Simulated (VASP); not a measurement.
Energy against volume of TiO2 (rutile). Calculation: RPBE GGA, VASP's PBE PAW potentials (set 64) (plane waves; VASP). Settings: 520 eV cut-off, 5×5×7 Γ-centred mesh, Gaussian smearing of 0.050 eV, potentials Ti_sv O.

Shape and ions are relaxed at each volume.

```csv
V (Å³/atom),E (eV/atom)
10.297,-8.50989
10.626,-8.52953
10.955,-8.53549
11.283,-8.53024
```

Q: Fit these four points and predict the energy of the run at 11.612 Å³/atom.

A: A cubic in V^(−2/3), the third-order Birch-Murnaghan form, passes through the four points with V0 = 10.95 Å³/atom and B0 = 182 GPa, and gives -8.5158 eV/atom there. The run gave -8.5161 eV/atom, -0.3 meV/atom from the fit; all five points give B0 = 180 GPa.

The compound is TiO2 in the rutile structure. It was relaxed first, which changed the volume by +5 %.
